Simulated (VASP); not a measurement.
An input for Quantum ESPRESSO's pw.x (written as the equivalent of a VASP run, and not itself run):

```
&CONTROL
  calculation = 'scf'
  pseudo_dir = './pseudo'
  outdir = './out'
  tprnfor = .true.
  tstress = .true.
/
&SYSTEM
  ibrav = 0
  nat = 2
  ntyp = 2
  ecutwfc = 82
  occupations = 'tetrahedra'
  input_dft = 'pw91'
/
&ELECTRONS
  conv_thr = 7.3e-09
  electron_maxstep = 100
/
ATOMIC_SPECIES
  Nb 92.906 Nb.upf
  C 12.011 C.upf
CELL_PARAMETERS angstrom
    -0.0000000    2.2438954    2.2438954
     2.2438954    0.0000000    2.2438954
     2.2438954    2.2438954    0.0000000
ATOMIC_POSITIONS crystal
  Nb   0.0000000  0.0000000  0.0000000
  C    0.5000000  0.5000000  0.5000000
K_POINTS automatic
  16 16 16 0 0 0
```

### Question
Write the VASP files for the same calculation (PW91).

### Answer
One answer among several that fit: 
### INCAR
```
SYSTEM = NbC
PREC = Accurate; ENCUT = 520; LREAL = .FALSE.
LASPH = .TRUE.
EDIFF = 1E-7; NELM = 100; ALGO = Normal
LMAXMIX = 4
ISMEAR = -5
GGA = 91
ISIF = 2
LWAVE = .FALSE.; LCHARG = .TRUE.; LORBIT = 11
NEDOS = 601
```

KPOINTS:
```
Automatic mesh
0
Gamma
16 16 16
0 0 0
```

File POSCAR:
```
NbC
1
   -0.0000000000     2.2438953600     2.2438953600
    2.2438953600     0.0000000000     2.2438953600
    2.2438953600     2.2438953600     0.0000000000
Nb C
1 1
Direct
  0.0000000000   0.0000000000   0.0000000000
  0.5000000000   0.5000000000   0.5000000000
```

POTCAR, in this order: Nb_sv C (PBE.64 set). Program: vasp_std.

Limits of the translation: the potentials are each code's own (VASP's PAW set, PseudoDojo norm-conserving files in pw.x), so ENCUT and ecutwfc are chosen apart and not converted; conv_thr bounds pw.x's estimated SCF error, while EDIFF bounds the energy change between steps.

The compound is NbC in the rock salt structure. It was relaxed first.
